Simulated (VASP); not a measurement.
An input for Quantum ESPRESSO's pw.x (written as the equivalent of a VASP run, and not itself run):

```
&CONTROL
  calculation = 'vc-relax'
  pseudo_dir = './pseudo'
  outdir = './out'
  tprnfor = .true.
  tstress = .true.
  nstep = 60
  forc_conv_thr = 0.00039
/
&SYSTEM
  ibrav = 0
  nat = 2
  ntyp = 2
  ecutwfc = 88
  occupations = 'smearing'
  smearing = 'gaussian'
  degauss = 0.003675
  input_dft = 'pz'
/
&ELECTRONS
  conv_thr = 7.3e-08
  electron_maxstep = 100
/
&IONS
/
&CELL
/
ATOMIC_SPECIES
  Be 9.012 Be.upf
  Se 78.971 Se.upf
CELL_PARAMETERS angstrom
     0.0000000    2.5435356    2.5435356
     2.5435356    0.0000000    2.5435356
     2.5435356    2.5435356   -0.0000000
ATOMIC_POSITIONS crystal
  Be   0.0000000  0.0000000  0.0000000
  Se   0.2500000  0.2500000  0.2500000
K_POINTS automatic
  8 8 8 0 0 0
```

Translate this input to VASP (INCAR, KPOINTS, POSCAR, choice of POTCAR).

Several could match; the one computed here: 
KPOINTS:
```
Automatic mesh
0
Gamma
8 8 8
0 0 0
```

File POSCAR:
```
BeSe
1
    0.0000000000     2.5435355642     2.5435355642
    2.5435355642     0.0000000000     2.5435355642
    2.5435355642     2.5435355642    -0.0000000000
Be Se
1 1
Direct
  0.0000000000   0.0000000000   0.0000000000
  0.2500000000   0.2500000000   0.2500000000
```

### INCAR
```
SYSTEM=BeSe
PREC=Accurate; ENCUT=400; LREAL=.False.
LASPH=.True.
EDIFF=1E-6; NELM=100; ALGO=Normal
LMAXMIX=4
ISMEAR=0; SIGMA=0.05
IBRION=2; NSW=60; ISIF=3
EDIFFG=-0.01
LWAVE=.False.; LCHARG=.False.
```

POTCAR, in this order: Be Se (LDA.64 set). Program: vasp_std.

Limits of the translation: the potentials are each code's own (VASP's PAW set, PseudoDojo norm-conserving files in pw.x), so ENCUT and ecutwfc are chosen apart and not converted; conv_thr bounds pw.x's estimated SCF error, while EDIFF bounds the energy change between steps; forc_conv_thr acts on force components and is met together with etot_conv_thr.

The compound is BeSe in the zinc blende structure. It was relaxed first. The start is the result of an earlier pass.
